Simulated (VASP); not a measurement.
Data:

```xyz
4
Lattice="1.9039 -5.0312 0.0000 1.9039 5.0312 0.0000 0.0000 0.0000 3.7521" Properties=species:S:1:pos:R:3 pbc="T T T"
P      1.9039    -0.6440     0.9380
P      1.9039     0.6440     2.8141
Cu     1.9039    -3.5697     0.9380
Cu     1.9039     3.5697     2.8141
```

These are PBE GGA + U (Dudarev), VASP's PBE PAW potentials (set 64) (plane waves; VASP 6.6.1) values and carry that method's errors. Numerical set-up: 400 eV cut-off, 6×6×5 Γ-centred mesh, Gaussian smearing of 0.050 eV, potentials P Cu, U − J: Cu 1.00 eV.

### Question
Which forces act on the atoms, in eV/Å?

### Answer

```json
[
 {"atom": "P1", "Fx": "0.000", "Fy": "-1.109", "Fz": "0.000"},
 {"atom": "P2", "Fx": "0.000", "Fy": "1.109", "Fz": "0.000"},
 {"atom": "Cu3", "Fx": "0.000", "Fy": "0.113", "Fz": "0.000"},
 {"atom": "Cu4", "Fx": "0.000", "Fy": "-0.113", "Fz": "0.000"}
]
```

### Question
Give the stress tensor in GPa (positive for a compressed cell).

### Answer

```
-9.11   0.00   0.00
 0.00  -9.84   0.00
 0.00   0.00  -9.86
```
The pressure is its mean diagonal, -9.60 GPa.

The structure was generated: CuP was put into the CrB type (Cmcm), which need not be its known phase. The cell was not relaxed at this level. The k-mesh is coarse (spacing up to 0.33 per Å, 2π included), so the numbers may not be converged in it. The run is one of a series of settings (LDAU = .TRUE., LDAUJ = 0 0, LDAUL = -1 2, LDAUTYPE = 2, LDAUU = 0 1.0 against the base run), some of them coarse on purpose.
